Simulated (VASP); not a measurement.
**AlN: band structure with TB-mBJ**

**What was measured.**

From “Structural and optical properties of self-assembled AlN nanowires grown on SiO2/Si substrates by molecular beam epitaxy”, 2024, arxiv:2402.00216, for a bulk crystal of AlN at 0 K: band gap 6.0343 eV (an exciton energy, a little under the gap).

Crystal: AlN.

```
CELL_PARAMETERS angstrom
3.12858 0.00000 0.00000
-1.56429 2.70943 0.00000
0.00000 0.00000 5.01642
ATOMIC_POSITIONS crystal
Al 0.33333 0.66667 0.99926
Al 0.66667 0.33333 0.49926
N 0.33333 0.66667 0.38074
N 0.66667 0.33333 0.88074
```

| Item | Value |
| --- | --- |
| Program | VASP 6.6.1 |
| Task | band structure |
| Functional | TB-mBJ |
| Potentials or basis | VASP PAW PBE potentials, release 64 (Al, N) |
| Cutoff | 520 eV |
| k mesh | 12 × 12 × 6 |
| Occupations | gaussian, width 0.02 eV |
| Spin | no spin polarisation |
| Further INCAR settings | ALGO = Normal; EDIFF = 1e-07 |

- Band gap on the k mesh: 5.21 eV, direct
- Band gap along the path: 5.21 eV, direct

Levels at the corners of the path, in eV from the valence-band top:
| point | band 4 | band 5 | band 6 | band 7 | band 8 | band 9 | band 10 | band 11 | band 12 |
| --- | --- | --- | --- | --- | --- | --- | --- | --- | --- |
| Γ | -0.85 | -0.85 | -0.20 | -0.20 | 0.00 | 5.21 | 7.77 | 12.08 | 12.34 |
| M | -3.90 | -3.11 | -2.00 | -1.58 | -0.70 | 7.19 | 7.22 | 9.22 | 11.64 |
| M | -3.90 | -3.11 | -2.00 | -1.58 | -0.70 | 7.19 | 7.22 | 9.22 | 11.64 |
| K | -3.54 | -3.54 | -2.29 | -2.22 | -2.22 | 6.63 | 9.75 | 10.93 | 10.93 |
| K | -3.54 | -3.54 | -2.29 | -2.22 | -2.22 | 6.63 | 9.75 | 10.93 | 10.93 |
| Γ | -0.85 | -0.85 | -0.20 | -0.20 | 0.00 | 5.21 | 7.77 | 12.08 | 12.34 |
| Γ | -0.85 | -0.85 | -0.20 | -0.20 | 0.00 | 5.21 | 7.77 | 12.07 | 12.34 |
| A | -3.08 | -0.54 | -0.54 | -0.54 | -0.54 | 7.47 | 7.47 | 11.60 | 11.60 |
| A | -3.08 | -0.54 | -0.54 | -0.54 | -0.54 | 7.47 | 7.47 | 11.60 | 11.60 |
| L | -5.16 | -1.41 | -1.41 | -1.30 | -1.30 | 6.65 | 6.65 | 10.45 | 10.45 |
| L | -5.16 | -1.41 | -1.41 | -1.30 | -1.30 | 6.65 | 6.65 | 10.45 | 10.45 |
| H | -4.49 | -3.50 | -3.50 | -0.80 | -0.80 | 8.85 | 8.85 | 9.02 | 9.02 |
| H | -4.49 | -3.50 | -3.50 | -0.80 | -0.80 | 8.85 | 8.85 | 9.02 | 9.02 |
| A | -3.08 | -0.54 | -0.54 | -0.54 | -0.54 | 7.47 | 7.47 | 11.60 | 11.60 |
| L | -5.16 | -1.41 | -1.41 | -1.30 | -1.30 | 6.65 | 6.65 | 10.45 | 10.45 |
| M | -3.90 | -3.11 | -2.00 | -1.58 | -0.70 | 7.19 | 7.22 | 9.22 | 11.64 |
| K | -3.54 | -3.54 | -2.29 | -2.22 | -2.22 | 6.63 | 9.75 | 10.93 | 10.93 |
| H | -4.49 | -3.50 | -3.50 | -0.80 | -0.80 | 8.85 | 8.85 | 9.02 | 9.02 |

It took 110 s on 1 thread of Intel(R) Xeon(R) Platinum 8488C (Sapphire Rapids), with other jobs on the host, peak memory 0.2 GiB.

Measured gap of AlN: 6.0343 eV (an exciton energy, a little under the gap; 0 K; quoted in “Structural and optical properties of self-assembled AlN nanowires grown on SiO2/Si substrates by molecular beam epitaxy”, 2024, arxiv:2402.00216). This calculation gives 5.21 eV (-0.82 eV). 2 values of this kind are on record (6.034 to 6.0343 eV); this one was drawn at random. The value is that of TB-mBJ, without temperature or zero-point motion.
